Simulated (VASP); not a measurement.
Write the native input for VASP 6.6.1 that does the following.

* Task: band structure
* Functional: PBE
* Potentials or basis: VASP PAW PBE potentials, release 64 (Ba_sv, Si)
* Cutoff: 600 eV
* k mesh: 4 × 4 × 4
* Occupations: fermi-dirac, width 0.05 eV
* Spin: no spin polarisation
* Further INCAR settings: ALGO = Fast; EDIFF = 1e-07

The structure of Ba4Si lies in POSCAR:

```
Ba4Si
1.0
   -3.9635100000      3.9635100000      3.9635100000
    3.9635100000     -3.9635100000      3.9635100000
    3.9635100000      3.9635100000     -3.9635100000
Ba Si
4 1
Direct
    0.5000000000      0.5000000000      0.5000000000
    0.5000000000      0.0000000000      0.0000000000
    0.0000000000      0.0000000000      0.5000000000
    0.0000000000      0.5000000000      0.0000000000
    0.0000000000      0.0000000000      0.0000000000
```

The cell was built by a generator and needn't be a form met in nature.

One way to write it, as run:

INCAR

```
SYSTEM = Ba4Si
ALGO     = Fast           ! electronic algorithm
EDIFF    = 1E-7           ! SCF threshold, eV
ENCUT    = 600            ! plane-wave cutoff, eV
GGA      = PE             ! functional
ISIF     = 2              ! what is computed and relaxed
ISMEAR   = -1             ! smearing method
LASPH    = .True.         ! aspherical terms in the spheres
LCHARG   = .False.        ! write CHGCAR
LREAL    = .False.        ! projectors in reciprocal space
LWAVE    = .False.        ! write WAVECAR
NELM     = 100            ! most SCF steps
PREC     = Accurate       ! precision mode
SIGMA    = 0.05           ! smearing width, eV
```

KPOINTS

```
k-points
0
Gamma
  4 4 4
  0 0 0
```

KPOINTS_OPT

```
path GHNGPH,PN
15
line-mode
reciprocal
 0.0000000000  0.0000000000  0.0000000000  G
 0.5000000000 -0.5000000000  0.5000000000  H

 0.5000000000 -0.5000000000  0.5000000000  H
 0.0000000000  0.0000000000  0.5000000000  N

 0.0000000000  0.0000000000  0.5000000000  N
 0.0000000000  0.0000000000  0.0000000000  G

 0.0000000000  0.0000000000  0.0000000000  G
 0.2500000000  0.2500000000  0.2500000000  P

 0.2500000000  0.2500000000  0.2500000000  P
 0.5000000000 -0.5000000000  0.5000000000  H

 0.2500000000  0.2500000000  0.2500000000  P
 0.0000000000  0.0000000000  0.5000000000  N
```

Potentials or basis: VASP PAW PBE potentials, release 64 (Ba_sv, Si).

Run with:

```bash
$ cat potpaw_PBE.64/Ba_sv/POTCAR potpaw_PBE.64/Si/POTCAR > POTCAR
$ mpirun -np 1 vasp_std > vasp.out
```

Results of the run:

```yaml
Pressure: 0.1 GPa
Band_gap_along_the_path: none (metal or under the smearing width)
```

Caveat: spin-orbit coupling is left out, which moves the levels of the heavy elements.

It took 8.8 min on 1 thread of Intel(R) Xeon(R) Platinum 8559C (Emerald Rapids) (shared host), peak memory 0.41 GiB.
